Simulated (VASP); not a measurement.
Output of a VASP run:

### OSZICAR
```
       N       E                     dE             d eps       ncg     rms          rms(c)
DAV:   1     0.982749284874E+02    0.98275E+02   -0.68833E+03   520   0.118E+03
DAV:   2     0.299837910993E+01   -0.95277E+02   -0.90461E+02   525   0.242E+02
DAV:   3    -0.381457010317E+01   -0.68129E+01   -0.67580E+01   698   0.745E+01
DAV:   4    -0.400024438480E+01   -0.18567E+00   -0.18562E+00   672   0.128E+01
DAV:   5    -0.400310474613E+01   -0.28604E-02   -0.28603E-02   717   0.149E+00    0.327E+00
DAV:   6    -0.399432084596E+01    0.87839E-02   -0.35857E-02   600   0.716E+00    0.197E+00
DAV:   7    -0.399339729226E+01    0.92355E-03   -0.36074E-02   635   0.581E+00    0.671E-01
DAV:   8    -0.399273073115E+01    0.66656E-03   -0.93382E-03   640   0.349E+00    0.693E-02
DAV:   9    -0.399299938856E+01   -0.26866E-03   -0.98626E-04   580   0.259E-01    0.472E-02
DAV:  10    -0.399314882107E+01   -0.14943E-03   -0.26705E-04   545   0.335E-01    0.267E-02
DAV:  11    -0.399314725572E+01    0.15654E-05   -0.27450E-05   799   0.703E-02    0.136E-02
DAV:  12    -0.399314702163E+01    0.23409E-06   -0.52785E-06   565   0.176E-02
   1 F= -.39931470E+01 E0= -.39931470E+01  d E =-.199965E-11
```

File OUTCAR:
```
------------------------ aborting loop because EDIFF is reached ----------------------------------------
  FORCE on cell =-STRESS in cart. coord.  units (eV):
  Direction    XX          YY          ZZ          XY          YZ          ZX
  --------------------------------------------------------------------------------------
  Total       -0.3898521     -0.3898521     -0.3898521      0.0000000     -0.0000000      0.0000000
  in kB      -10.6317275    -10.6317275    -10.6317275      0.0000000     -0.0000000      0.0000000
  external PRESSURE =     -10.6317275 kB  Pullay stress =       0.0000000 kB
  volume of cell :       58.75
      direct lattice vectors                 reciprocal lattice vectors
     0.000000000  3.085500000  3.085500000    -0.162048290  0.162048290  0.162048290
     3.085500000  0.000000000  3.085500000     0.162048290 -0.162048290  0.162048290
     3.085500000  3.085500000  0.000000000     0.162048290  0.162048290 -0.162048290
  FREE ENERGIE OF THE ION-ELECTRON SYSTEM (eV)
  ---------------------------------------------------
  free  energy   TOTEN  =        -3.9931470216 eV

  energy  without entropy=       -3.9931470216  energy(sigma->0) =       -3.99314702

 total charge

# of ion       s       p       d       tot
------------------------------------------
    1        0.287   0.216   9.516  10.020
    2        1.494   2.775   0.034   4.303
--------------------------------------------------
tot          1.782   2.991   9.550  14.323
```
(Selected blocks of OUTCAR.)

POSCAR:
```
CuI
1
    0.0000000000     3.0855000000     3.0855000000
    3.0855000000     0.0000000000     3.0855000000
    3.0855000000     3.0855000000     0.0000000000
Cu I
1 1
Direct
  0.0000000000   0.0000000000   0.0000000000
  0.2500000000   0.2500000000   0.2500000000
```

Task: Reconstruct the remaining input files.

Result: One answer among several that fit: the input of the run itself, PBE GGA + U (Dudarev), plane waves, VASP's PBE PAW potentials (set 64).

KPOINTS:
```
Automatic mesh
0
Gamma
7 7 7
0 0 0
```

**INCAR**
```
# general
SYSTEM     =  CuI
PREC       =  Accurate
ENCUT      =  400
LREAL      =  .FALSE.
LASPH      =  .TRUE.   # aspherical one-centre terms

# electronic loop
EDIFF      =  1E-6   # SCF stop (eV)
NELM       =  100
ALGO       =  Normal
LMAXMIX    =  4   # l cut-off of mixed one-centre charges

# smearing
ISMEAR     =  0   # Gaussian
SIGMA      =  0.05

# functional
GGA        =  PE

# DFT+U
LDAU       =  .TRUE.
LDAUTYPE   =  2
LDAUL      =  2 -1
LDAUU      =  6.0 0
LDAUJ      =  0 0
LDAUPRINT  =  1

# ions
ISIF       =  2

# output
LWAVE      =  .FALSE.
LCHARG     =  .FALSE.
LORBIT     =  10
```

POTCAR, in this order: Cu I (PBE.64 set). Program: vasp_std.

The compound is CuI in the zinc blende structure. The cell was not relaxed at this level. The run is one of a series of settings (LDAU = .TRUE., LDAUJ = 0 0, LDAUL = 2 -1, LDAUTYPE = 2, LDAUU = 6.0 0 against the base run), some of them coarse on purpose.
